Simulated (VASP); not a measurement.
Method: LDA (Ceperley-Alder, Perdew-Zunger), VASP's LDA PAW potentials (set 64) (plane waves; VASP 6.6.1).

VASP ran on this input.

File POSCAR:
```
Si
1
    0.0000000000     2.7014819981     2.7014819981
    2.7014819981     0.0000000000     2.7014819981
    2.7014819981     2.7014819981     0.0000000000
Si
2
Direct
  0.2500000000   0.2500000000   0.2500000000
  0.0000000000   0.0000000000   0.0000000000
```

### INCAR
```
! general
SYSTEM  =Si
PREC    =Accurate
ENCUT   =400
LREAL   =.False.
LASPH   =.True.

! electronic loop
EDIFF   =1E-8
NELM    =100
ALGO    =Normal

! smearing
ISMEAR  =0
SIGMA   =0.01

! ions
IBRION  =8
NSW     =1

! output
LWAVE   =.False.
LCHARG  =.False.

! other
LEPSILON=.True.
```

**KPOINTS**
```
Automatic
0
gamma
  15 15 15
```

POTCAR, in this order: Si (LDA.64 set). Program: vasp_std.

Output

OSZICAR:
```
...
RMM:   8    -0.181454676306E+02   -0.40936E-06    0.10319E-06  3306   0.555E-04
RMM:   9    -0.181454676993E+02   -0.68679E-07   -0.38898E-06  2871   0.150E-04
RMM:  10    -0.181454677665E+02   -0.67195E-07    0.13919E-06  2202   0.717E-05
RMM:  11    -0.181454677664E+02    0.10467E-09   -0.41356E-07  1652   0.642E-05
RMM:  12    -0.181454677372E+02    0.29153E-07   -0.17019E-06  1233   0.642E-05
RMM:  13    -0.181454677373E+02   -0.10791E-09    0.21453E-07  1001   0.639E-05
RMM:  14    -0.181454677309E+02    0.64203E-08   -0.59871E-07   857   0.637E-05
 Linear response to external field (no local field effect), progress :
  Direction:   1
       N       E                     dE             d eps       ncg     rms          rms(c)
RMM:   1    -0.179462089230E+01   -0.17946E+01   -0.90979E+00  4095   0.503E+00
RMM:   2    -0.181249453730E+01   -0.17874E-01   -0.18984E-02  3099   0.908E-01
RMM:   3    -0.181283194635E+01   -0.33741E-03   -0.34891E-04  3095   0.993E-02
RMM:   4    -0.181283812547E+01   -0.61791E-05   -0.95927E-06  3157   0.155E-02
RMM:   5    -0.181283832307E+01   -0.19759E-06   -0.32840E-07  3201   0.228E-03
RMM:   6    -0.181283832837E+01   -0.53063E-08   -0.25660E-08  2981   0.400E-04
 Linear response to external field (no local field effect), progress :
  Direction:   2
       N       E                     dE             d eps       ncg     rms          rms(c)
RMM:   1    -0.181394565045E+01   -0.18139E+01   -0.90178E+00  4041   0.506E+00
RMM:   2    -0.185137451995E+01   -0.37429E-01   -0.19907E-02  3090   0.920E-01
RMM:   3    -0.185172696754E+01   -0.35245E-03   -0.36909E-04  3091   0.101E-01
RMM:   4    -0.185173365837E+01   -0.66908E-05   -0.10217E-05  3171   0.155E-02
RMM:   5    -0.185173387326E+01   -0.21490E-06   -0.35788E-07  3180   0.233E-03
RMM:   6    -0.185173387908E+01   -0.58131E-08   -0.27642E-08  2979   0.401E-04
 Linear response to external field (no local field effect), progress :
  Direction:   3
       N       E                     dE             d eps       ncg     rms          rms(c)
RMM:   1    -0.589128958562E+00   -0.58913E+00   -0.26727E+00  4018   0.345E+00
RMM:   2    -0.617451391709E+00   -0.28322E-01   -0.86008E-03  3068   0.699E-01
RMM:   3    -0.617613427503E+00   -0.16204E-03   -0.16282E-04  3045   0.785E-02
RMM:   4    -0.617616294244E+00   -0.28667E-05   -0.44830E-06  3157   0.118E-02
RMM:   5    -0.617616385932E+00   -0.91688E-07   -0.15067E-07  3161   0.171E-03
RMM:   6    -0.617616388036E+00   -0.21036E-08   -0.11733E-08  2940   0.294E-04
 Linear response to external field, progress :
  Direction:   1
       N       E                     dE             d eps       ncg     rms          rms(c)
RMM:   1    -0.139911954918E+01   -0.13991E+01   -0.69284E+00  9677   0.450E+00
RMM:   2    -0.142709984310E+01   -0.27980E-01   -0.15868E-02  7394   0.840E-01    0.157E+00
RMM:   3    -0.137692196216E+01    0.50178E-01   -0.34905E-02  7246   0.102E+00    0.857E-01
RMM:   4    -0.140899141452E+01   -0.32069E-01   -0.34194E-02  7297   0.105E+00    0.154E-01
RMM:   5    -0.142090036774E+01   -0.11909E-01   -0.99931E-04  7340   0.251E-01    0.244E-02
RMM:   6    -0.142145892866E+01   -0.55856E-03   -0.27237E-05  7671   0.390E-02    0.154E-02
RMM:   7    -0.142158293242E+01   -0.12400E-03   -0.13852E-06  7639   0.933E-03    0.102E-03
RMM:   8    -0.142164135813E+01   -0.58426E-04   -0.87184E-08  7962   0.167E-03    0.211E-04
RMM:   9    -0.142163729059E+01    0.40675E-05   -0.35287E-08  7873   0.483E-04    0.549E-05
RMM:  10    -0.142163927788E+01   -0.19873E-05   -0.19906E-07  6051   0.795E-05    0.768E-06
 Linear response to external field, progress :
  Direction:   2
       N       E                     dE             d eps       ncg     rms          rms(c)
RMM:   1    -0.139928801827E+01   -0.13993E+01   -0.69300E+00  9696   0.451E+00
RMM:   2    -0.142710736017E+01   -0.27819E-01   -0.15782E-02  7392   0.842E-01    0.157E+00
RMM:   3    -0.137691990749E+01    0.50187E-01   -0.34856E-02  7242   0.102E+00    0.857E-01
RMM:   4    -0.140900115686E+01   -0.32081E-01   -0.34241E-02  7298   0.105E+00    0.154E-01
RMM:   5    -0.142089531643E+01   -0.11894E-01   -0.10036E-03  7340   0.252E-01    0.244E-02
RMM:   6    -0.142146010905E+01   -0.56479E-03   -0.27827E-05  7660   0.392E-02    0.154E-02
RMM:   7    -0.142158221692E+01   -0.12211E-03   -0.14100E-06  7643   0.940E-03    0.103E-03
RMM:   8    -0.142164137782E+01   -0.59161E-04   -0.85712E-08  7979   0.169E-03    0.211E-04
RMM:   9    -0.142163727162E+01    0.41062E-05   -0.35227E-09  7863   0.486E-04    0.552E-05
RMM:  10    -0.142163928944E+01   -0.20178E-05   -0.31276E-08  6109   0.808E-05    0.761E-06
 Linear response to external field, progress :
  Direction:   3
       N       E                     dE             d eps       ncg     rms          rms(c)
RMM:   1    -0.139928797082E+01   -0.13993E+01   -0.69300E+00  9697   0.451E+00
RMM:   2    -0.142710734812E+01   -0.27819E-01   -0.15782E-02  7392   0.842E-01    0.157E+00
RMM:   3    -0.137691989435E+01    0.50187E-01   -0.34856E-02  7242   0.102E+00    0.857E-01
RMM:   4    -0.140900114677E+01   -0.32081E-01   -0.34241E-02  7298   0.105E+00    0.154E-01
RMM:   5    -0.142089530191E+01   -0.11894E-01   -0.10036E-03  7338   0.252E-01    0.244E-02
RMM:   6    -0.142146009837E+01   -0.56480E-03   -0.27827E-05  7668   0.392E-02    0.154E-02
RMM:   7    -0.142158220484E+01   -0.12211E-03   -0.14077E-06  7636   0.940E-03    0.103E-03
RMM:   8    -0.142164136577E+01   -0.59161E-04   -0.69302E-08  7984   0.169E-03    0.211E-04
RMM:   9    -0.142163725959E+01    0.41062E-05    0.13373E-07  7878   0.486E-04    0.551E-05
RMM:  10    -0.142163927718E+01   -0.20176E-05    0.30820E-07  6098   0.810E-05    0.760E-06
 Linear response DOF=           1
 Linear response progress:
  Degree of freedom:   1/  1
       N       E                     dE             d eps       ncg     rms          rms(c)
RMM:   1    -0.197664164681E-01   -0.19766E-01    0.99600E-03 18719   0.109E+00
RMM:   2    -0.175620155426E-01    0.22044E-02   -0.50760E-04 12969   0.218E-01    0.971E-02
RMM:   3    -0.175819007110E-01   -0.19885E-04   -0.67408E-06 13325   0.457E-02    0.561E-02
RMM:   4    -0.177368982554E-01   -0.15500E-03   -0.43540E-05 12986   0.428E-02    0.611E-03
RMM:   5    -0.177099888856E-01    0.26909E-04   -0.61356E-06 13621   0.100E-02    0.182E-03
RMM:   6    -0.177104063447E-01   -0.41746E-06   -0.12276E-06 13724   0.146E-03    0.126E-03
RMM:   7    -0.177101269097E-01    0.27943E-06   -0.45979E-07 13863   0.448E-04    0.659E-05
RMM:   8    -0.177103161888E-01   -0.18928E-06   -0.81014E-08 14356   0.833E-05    0.288E-05
RMM:   9    -0.177102842779E-01    0.31911E-07   -0.32661E-08 14349   0.246E-05    0.522E-06
RMM:  10    -0.177103064676E-01   -0.22190E-07    0.33554E-09 14547   0.878E-06    0.264E-06
RMM:  11    -0.177102944151E-01    0.12053E-07    0.83203E-09 12832   0.389E-06    0.315E-07
RMM:  12    -0.177102962761E-01   -0.18610E-08   -0.17877E-09  7631   0.200E-06    0.144E-07
 Linear response finished
```

OUTCAR:
```
------------------------ aborting loop because EDIFF is reached ----------------------------------------

 HEAD OF MICROSCOPIC STATIC DIELECTRIC TENSOR (INDEPENDENT PARTICLE, excluding Hartree and local field effects)
 ------------------------------------------------------
          14.100998    -0.000000    -0.000000
          -0.000000    14.100998     0.000000
          -0.000000     0.000000    14.100998
 ------------------------------------------------------

 MACROSCOPIC STATIC DIELECTRIC TENSOR (including local field effects in DFT)
 ------------------------------------------------------
          13.307357     0.000000     0.000000
           0.000000    13.307357     0.000000
          -0.000000    -0.000000    13.307357
 ------------------------------------------------------

 PIEZOELECTRIC TENSOR (including local field effects)  for field in x, y, z        (e  Angst)
          XX          YY          ZZ          XY          YZ          ZX
  --------------------------------------------------------------------------------
  x     0.00000     0.00000    -0.00000     0.00000     0.00000    -0.00000
  y    -0.00000    -0.00000    -0.00000    -0.00000     0.00000     0.00000
  z     0.00000     0.00000     0.00000     0.00000    -0.00000     0.00000

 PIEZOELECTRIC TENSOR (including local field effects)  for field in x, y, z        (C/m^2)
          XX          YY          ZZ          XY          YZ          ZX
  --------------------------------------------------------------------------------
  x     0.00000     0.00000    -0.00000     0.00000     0.00000    -0.00000
  y    -0.00000    -0.00000    -0.00000    -0.00000     0.00000     0.00000
  z     0.00000     0.00000     0.00000     0.00000    -0.00000     0.00000

 BORN EFFECTIVE CHARGES (including local field effects) (in |e|, cummulative output)
 ---------------------------------------------------------------------------------
 ion    1
    1     0.00000     0.00000     0.00000
    2    -0.00000     0.00000     0.00000
    3     0.00000    -0.00000     0.00000
 ion    2
    1    -0.00000    -0.00000     0.00000
    2     0.00000    -0.00000    -0.00000
    3    -0.00000     0.00000    -0.00000

   1 f  =   15.374072 THz    96.598144 2PiTHz  512.823845 cm-1    63.582025 meV
             X         Y         Z           dx          dy          dz
      1.350741  1.350741  1.350741     0.000000   -0.707107    0.000000
      0.000000  0.000000  0.000000     0.000000    0.707107    0.000000

   2 f  =   15.374072 THz    96.598144 2PiTHz  512.823845 cm-1    63.582025 meV
             X         Y         Z           dx          dy          dz
      1.350741  1.350741  1.350741    -0.707107    0.000000    0.000000
      0.000000  0.000000  0.000000     0.707107    0.000000    0.000000

   3 f  =   15.374072 THz    96.598144 2PiTHz  512.823845 cm-1    63.582025 meV
             X         Y         Z           dx          dy          dz
      1.350741  1.350741  1.350741     0.000000    0.000000   -0.707107
      0.000000  0.000000  0.000000     0.000000    0.000000    0.707107

   4 f  =    0.000000 THz     0.000000 2PiTHz    0.000000 cm-1     0.000000 meV
             X         Y         Z           dx          dy          dz
      1.350741  1.350741  1.350741     0.707107    0.000000    0.000000
      0.000000  0.000000  0.000000     0.707107    0.000000    0.000000

   5 f  =    0.000000 THz     0.000000 2PiTHz    0.000000 cm-1     0.000000 meV
             X         Y         Z           dx          dy          dz
      1.350741  1.350741  1.350741     0.000000    0.707107    0.000000
      0.000000  0.000000  0.000000     0.000000    0.707107    0.000000

   6 f  =    0.000000 THz     0.000000 2PiTHz    0.000000 cm-1     0.000000 meV
             X         Y         Z           dx          dy          dz
      1.350741  1.350741  1.350741     0.000000    0.000000    0.707107
      0.000000  0.000000  0.000000     0.000000    0.000000    0.707107

 MACROSCOPIC STATIC DIELECTRIC TENSOR IONIC CONTRIBUTION
 ------------------------------------------------------
           0.000000    -0.000000     0.000000
          -0.000000     0.000000    -0.000000
           0.000000    -0.000000     0.000000
 ------------------------------------------------------

 ELASTIC MODULI CONTR FROM IONIC RELAXATION (kBar)
 Direction    XX          YY          ZZ          XY          YZ          ZX
 --------------------------------------------------------------------------------
 XX          -0.0000      0.0000      0.0000      0.0000      0.0000      0.0000
 YY           0.0000     -0.0000     -0.0000      0.0000      0.0000      0.0000
 ZZ           0.0000      0.0000     -0.0000      0.0000      0.0000      0.0000
 XY           0.0000      0.0000      0.0000   -280.9554      0.0000      0.0000
 YZ           0.0000      0.0000      0.0000      0.0000   -280.9554      0.0000
 ZX           0.0000      0.0000      0.0000     -0.0000      0.0000   -280.9554
 --------------------------------------------------------------------------------

 PIEZOELECTRIC TENSOR IONIC CONTR  for field in x, y, z        (C/m^2)
          XX          YY          ZZ          XY          YZ          ZX
  --------------------------------------------------------------------------------
  x     0.00000     0.00000     0.00000    -0.00000    -0.00000    -0.00000
  y    -0.00000     0.00000     0.00000    -0.00000     0.00000    -0.00000
  z     0.00000    -0.00000     0.00000    -0.00000    -0.00000     0.00000
```
(Selected blocks of OUTCAR.)

The structure comes from a computed database's Si entry (Fd-3m); how it stands against other phases isn't given here. It was relaxed first.
